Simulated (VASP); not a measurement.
```
Al3Sc
1.0
    4.08519     0.00000     0.00000
    0.00000     4.08519     0.00000
    0.00000     0.00000     4.08519
Sc Al
1 3
Direct
  0.00000   0.00000   0.00000
  0.00000   0.50000   0.50000
  0.50000   0.00000   0.50000
  0.50000   0.50000   0.00000
```

The numbers are results of r2SCAN meta-GGA, VASP's PBE PAW potentials (set 64) (plane waves; VASP), not measurements. Numerical set-up: 520 eV cut-off, 9×9×9 Γ-centred mesh, tetrahedra with Blöchl corrections, potentials Sc_sv Al.

Q: Estimate the energy per atom (σ→0), band gap (over mesh and band path) with the smallest direct gap where there is one.

A: 
```json
{
 "band gap (over mesh and band path)": "none (metal, semimetal or under 0.01 eV)",
 "energy per atom (σ→0)": "-8.378 eV/atom"
}
```

Total energies compare only between runs with the same potentials, cut-off and functional.

The compound is Al3Sc in the L1_2 structure. It was relaxed first.
